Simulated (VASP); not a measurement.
Data:

```
CELL_PARAMETERS angstrom
      0.00000     2.71787     2.71787
      2.71787     0.00000     2.71787
      2.71787     2.71787     0.00000
ATOMIC_POSITIONS crystal
  Si 0.50000 0.50000 0.50000
  Si 0.75000 0.75000 0.75000
```

Method: PBEsol GGA, VASP's PBE PAW potentials (set 64) (plane waves; VASP). Settings: PREC = Normal, EDIFF = 1E-5, 400 eV cut-off, 9×9×9 Γ-centred mesh, Gaussian smearing of 0.050 eV, potentials Si.

Q: What does the run give for the energy per atom (σ→0)?

A: 
```json
{
 "energy per atom (σ→0)": "-5.746 eV/atom"
}
```

Only differences to runs with the same potentials and settings are physical.

The compound is Si in the diamond structure. It was relaxed first.
